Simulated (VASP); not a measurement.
All values below come from LDA (Ceperley-Alder, Perdew-Zunger), VASP's LDA PAW potentials (set 64) (plane waves; VASP).

The input files of a VASP run:

**INCAR**
```
ALGO = Normal
EDIFF = 1E-6
EDIFFG = -0.02
ENCUT = 500
IBRION = 2
ISIF = 3
ISMEAR = 1
LASPH = .TRUE.
LCHARG = .FALSE.
LMAXMIX = 4
LREAL = .FALSE.
LWAVE = .FALSE.
NELM = 100
NSW = 40
PREC = Accurate
PSTRESS = 100
SIGMA = 0.1
SYSTEM = Nb
```

File POSCAR:
```
Nb
1
   -1.6100470844     1.6100470844     1.6100470844
    1.6100470844    -1.6100470844     1.6100470844
    1.6100470844     1.6100470844    -1.6100470844
Nb
1
Direct
  0.0000000000   0.0000000000   0.0000000000
```

KPOINTS:
```
kpoints
0
Gamma
  16 16 16
0 0 0
```

POTCAR, in this order: Nb_sv (LDA.64 set). Program: vasp_std.

Energy and stress use the plane-wave basis of the starting cell.

Question: What does the run give for the energy per atom (σ→0), volume per atom, band gap (on the k-mesh)?

Answer: 
```yaml
energy per atom (σ→0): -11236 meV/atom
band gap (on the k-mesh): none (metal, semimetal or under 0.01 eV)
volume_per_atom: 16.34 Å³/atom
```

OSZICAR:
```
...
DAV:   3    -0.112155573172E+02    0.40973E-01   -0.33856E-01  4530   0.695E+00    0.899E-01
DAV:   4    -0.112246443012E+02   -0.90870E-02   -0.90464E-03  3410   0.107E+00    0.577E-01
DAV:   5    -0.112357440957E+02   -0.11100E-01   -0.29641E-02  5080   0.131E+00    0.203E-01
DAV:   6    -0.112357463829E+02   -0.22873E-05   -0.31460E-04  3418   0.222E-01    0.128E-01
DAV:   7    -0.112358031453E+02   -0.56762E-04   -0.20882E-04  3408   0.240E-01    0.104E-02
DAV:   8    -0.112358044074E+02   -0.12620E-05   -0.44618E-06  3576   0.281E-02    0.413E-03
DAV:   9    -0.112358042073E+02    0.20004E-06   -0.72218E-07  1854   0.156E-02
   3 F= -.10215921E+02 E0= -.10216042E+02  d E =-.572414E-02
```

The compound is Nb in the bcc structure. This run relaxes it under an external pressure of 10 GPa. Symmetry was kept, so distortions that lower it aren't found.
